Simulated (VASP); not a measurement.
Consider the following.

```
Ir
1.0
    0.00000     1.93022     1.93022
    1.93022     0.00000     1.93022
    1.93022     1.93022     0.00000
Ir
1
Direct
  0.00000   0.00000   0.00000
```

These are rev-vdW-DF2, VASP's PBE PAW potentials (set 64) (plane waves; VASP) values and carry that method's errors. Numerical set-up: 520 eV cut-off, 18×18×18 Γ-centred mesh, tetrahedra with Blöchl corrections, potentials Ir.

Unless said otherwise, spin-orbit coupling is left out, though it shifts the bands of the heavy elements here.

Problem. Predict the energy per atom (σ→0), band gap (on the k-mesh) with the smallest direct gap where there is one.

Solution. 
```yaml
band gap (on the k-mesh): none (metal, semimetal or under 0.01 eV)
energy per atom (σ→0): -6.812 eV/atom
```

Total energies compare only between runs with the same potentials, cut-off and functional.

The compound is Ir in the fcc structure. It was relaxed first.
